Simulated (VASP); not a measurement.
Input for VASP

### KPOINTS
```
Regular mesh
0
gamma
 9 9 9
```

File POSCAR:
```
Na
3.665780
 -0.5773502502   0.5773502502   0.5773502502
  0.5773502502  -0.5773502502   0.5773502502
  0.5773502502   0.5773502502  -0.5773502502
Na
1
Cart
  0.0000000000   0.0000000000   0.0000000000
```

### INCAR
```
LWAVE  =  .FALSE.
LREAL  =  .FALSE.   ! projection in real space or not
ISMEAR  =  1   ! Methfessel-Paxton
ALGO  =  Normal   ! blocked Davidson
LASPH  =  .TRUE.   ! aspherical one-centre terms
LCHARG  =  .FALSE.
SIGMA  =  0.2
NELM  =  100   ! most electronic steps
SYSTEM  =  Na
ENCUT  =  300   ! plane-wave cut-off (eV)
PREC  =  Accurate
EDIFF  =  1E-03   ! SCF stop (eV)
ISIF  =  2   ! forces and stress, cell fixed
GGA  =  PE
```

POTCAR, in this order: Na_pv (PBE.64 set). Program: vasp_std.

Problem. Write an equivalent input for Ansatz.

Solution. One equivalent input (not run):
Ansatz 0.2 input:
```yaml
crystal:
  lattice:
    - [-2.1164390, 2.1164390, 2.1164390]
    - [2.1164390, -2.1164390, 2.1164390]
    - [2.1164390, 2.1164390, -2.1164390]
  atoms:
    - { symbol: Na, position: [0.0000000, 0.0000000, 0.0000000] }
kpoints:
  mp_grid: { grid: [9, 9, 9] }
hamiltonian:
  xc: pbe
  pseudopotentials: { kind: paw }
scf:
  occupations: { method: methfessel_paxton, width: 0.2 }
  max_iter: 100
output: { forces: true, stress: true, eigenvalues: true }
```
The two are equivalent in intent, not identical: each code has its own PAW files, so the cut-off isn't converted (ENCUT is set for VASP's; basis.ecutwfc is left out, and Ansatz then takes the one that its files recommend); Ansatz stops its SCF on the density residual and VASP on the energy change (EDIFF).

The structure comes from a computed database's Na entry; how it stands against other phases isn't given here. The cell was not relaxed at this level. The run is one of a series of settings (EDIFF = 1E-03 against the base run), some of them coarse on purpose.
